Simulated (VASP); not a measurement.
# BBrCl₂, self-consistent run: which settings are enough?

BBrCl₂, molecule in box, 4 atoms in the cell. PBE with TS; PAW potentials Cl, B, Br (PBE set). VASP 6.6.1.

Wanted: energy within 2 meV/atom; pressure within 0.1 GPa.

POSCAR:
```
BBrCl2
1.0
   11.0000000000      0.0000000000      0.0000000000
    0.0000000000     12.0000000000      0.0000000000
    0.0000000000      0.0000000000     12.0000000000
Cl B Br
2 1 1
Direct
    0.5734636400      0.5859208300      0.6152666700
    0.5609363600      0.3904875000      0.4589000000
    0.5239272700      0.5272458300      0.4912083300
    0.4289000000      0.6130125000      0.3904000000
```

## Inputs of the Tkatchenko-Scheffler term

| Inputs of the Tkatchenko-Scheffler term | Energy less reference (meV/atom) | Pressure (GPa) | SCF iterations | Time (s) |
|---|---|---|---|---|
| default | 0.0 | 0.04 | 25 | 149 |
| VDW_RADIUS = 15 | 0.1 | 0.04 | 25 | 149 |
| VDW_RADIUS = 100 | 0.0 | 0.04 | 25 | 166 |
| VDW_SR = 0.9 | -2.0 | 0.04 | 25 | 151 |
| VDW_D = 15.0 | -2.7 | 0.04 | 25 | 150 |
| VDW_ALPHA = 15.000 21.000 20.000, VDW_C6AU = 94.600 99.500 162.000 | 0.0 | 0.04 | 25 | 174 |
| VDW_ALPHA = 15.000 21.000 20.000, VDW_C6AU = 104.060 109.450 178.200 | -0.2 | 0.04 | 25 | 155 |
| LVDW_ONECELL = .TRUE. .TRUE. .TRUE. | 0.5 | 0.04 | 25 | 168 |

## Question

For each series: keep the first row unless others stay within half of the tolerance and take at least 30 % less time, and then take the fastest.

## Answer

- inputs of the Tkatchenko-Scheffler term: default

## The input

INCAR:
```
SYSTEM = BBrCl2
ALGO = Normal
EDIFF = 1E-7
ENCUT = 520
ISIF = 2
ISMEAR = 0
IVDW = 2
LASPH = .True.
LCHARG = .False.
LREAL = .False.
LWAVE = .False.
NELM = 100
PREC = Accurate
SIGMA = 0.02
```

KPOINTS:
```
k-points
0
Gamma
  1 1 1
```

Commands:
```
cat potpaw_PBE.64/Cl/POTCAR potpaw_PBE.64/B/POTCAR potpaw_PBE.64/Br/POTCAR > POTCAR
mpirun -np 1 vasp_std > vasp.out
```

The chosen input took VASP 6.6.1 149 s on 1 core (Intel Xeon Platinum 8259CL @ 2.50GHz (Skylake/Cascade Lake)), a shared host.
